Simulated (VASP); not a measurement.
Calculation: PBE GGA, VASP's PBE PAW potentials (set 64) (plane waves; VASP 6.6.1).

The input files of a VASP run:

### POSCAR
```
Ge(SbTe2)2
1
    2.1147180000     1.2209330000    13.7679500000
   -2.1147180000     1.2209330000    13.7679500000
    0.0000000000    -2.4418660000    13.7679500000
Ge Sb Te
1 2 4
Direct
  0.0000000000   0.0000000000   0.0000000000
  0.4273000000   0.4273000000   0.4273000000
  0.5727000000   0.5727000000   0.5727000000
  0.1327000000   0.1327000000   0.1327000000
  0.8673000000   0.8673000000   0.8673000000
  0.2898000000   0.2898000000   0.2898000000
  0.7102000000   0.7102000000   0.7102000000
```

**INCAR**
```
SYSTEM = Ge(SbTe2)2
PREC = Accurate
ENCUT = 300
EDIFF = 1E-6
NELM = 100
ALGO = Normal
LREAL = .FALSE.
LASPH = .TRUE.
ISMEAR = -1
SIGMA = 0.1
GGA = PE
LMAXMIX = 4
LWAVE = .FALSE.
LCHARG = .FALSE.
ISIF = 2
```

### KPOINTS
```
kpoints
0
gamma
 5 5 5
```

POTCAR, in this order: Ge_d Sb Te (PBE.64 set). Program: vasp_std.

The run wrote:

**OSZICAR**
```
       N       E                     dE             d eps       ncg     rms          rms(c)
DAV:   1     0.292533345116E+03    0.29253E+03   -0.14046E+04  1116   0.137E+03
DAV:   2     0.126827606466E+02   -0.27985E+03   -0.27260E+03  1236   0.330E+02
DAV:   3    -0.242821799834E+02   -0.36965E+02   -0.35052E+02  1336   0.107E+02
DAV:   4    -0.261632707691E+02   -0.18811E+01   -0.18443E+01  1300   0.258E+01
DAV:   5    -0.262328193800E+02   -0.69549E-01   -0.68934E-01  1604   0.478E+00    0.108E+01
DAV:   6    -0.259840298042E+02    0.24879E+00   -0.86614E-01  1488   0.473E+00    0.683E+00
DAV:   7    -0.260202785514E+02   -0.36249E-01   -0.56967E-01  1416   0.374E+00    0.285E+00
DAV:   8    -0.259973146816E+02    0.22964E-01   -0.16422E-01  1484   0.225E+00    0.742E-01
DAV:   9    -0.259910539479E+02    0.62607E-02   -0.32146E-02  1276   0.883E-01    0.419E-01
DAV:  10    -0.259913270079E+02   -0.27306E-03   -0.62918E-03  1332   0.331E-01    0.348E-01
DAV:  11    -0.259915290825E+02   -0.20207E-03   -0.81120E-04  1228   0.151E-01    0.137E-01
DAV:  12    -0.259916023120E+02   -0.73230E-04   -0.18329E-04  1360   0.742E-02    0.744E-02
DAV:  13    -0.259916023176E+02   -0.55556E-08   -0.69052E-05  1360   0.368E-02    0.639E-02
DAV:  14    -0.259916027728E+02   -0.45521E-06   -0.10937E-05  1200   0.157E-02    0.228E-02
DAV:  15    -0.259916028979E+02   -0.12515E-06   -0.65370E-06  1176   0.119E-02
   1 F= -.25991603E+02 E0= -.25983175E+02  d E =-.168564E-01
```

File OUTCAR:
```
------------------------ aborting loop because EDIFF is reached ----------------------------------------
  FORCE on cell =-STRESS in cart. coord.  units (eV):
  Direction    XX          YY          ZZ          XY          YZ          ZX
  --------------------------------------------------------------------------------------
  Total        3.5608211      3.5608210      2.2238900     -0.0000000      0.0000000      0.0000000
  in kB       26.7482829     26.7482826     16.7054838     -0.0000000      0.0000000      0.0000000
  external PRESSURE =      23.4006831 kB  Pullay stress =       0.0000000 kB
  volume of cell :      213.29
      direct lattice vectors                 reciprocal lattice vectors
     2.114718000  1.220933000 13.767950000     0.236438144  0.136507627  0.024210818
    -2.114718000  1.220933000 13.767950000    -0.236438144  0.136507627  0.024210818
     0.000000000 -2.441866000 13.767950000     0.000000000 -0.273015254  0.024210818
 POSITION                                       TOTAL-FORCE (eV/Angst)
 -----------------------------------------------------------------------------------
      0.00000      0.00000      0.00000        -0.000000      0.000000      0.000000
      0.00000      0.00000     17.64914         0.000000     -0.000000     -0.992165
      0.00000      0.00000     23.65471         0.000000      0.000000      0.992165
      0.00000      0.00000      5.48102         0.000000      0.000000      0.700555
      0.00000      0.00000     35.82283         0.000000     -0.000000     -0.700555
      0.00000      0.00000     11.96986         0.000000     -0.000000      0.212318
      0.00000      0.00000     29.33399         0.000000      0.000000     -0.212318
 -----------------------------------------------------------------------------------
    total drift:                                0.000000     -0.000000      0.000000
  FREE ENERGIE OF THE ION-ELECTRON SYSTEM (eV)
  ---------------------------------------------------
  free  energy   TOTEN  =       -25.9916028979 eV

  energy  without entropy=      -25.9747464828  energy(sigma->0) =      -25.98317469
```
(Selected blocks of OUTCAR.)

At this cut-off the stress carries a Pulay error, which pulls relaxed volumes low.

The structure was generated: GeSb2Te4 was put into an ordered model structure, which need not be its known phase. The cell was not relaxed at this level.
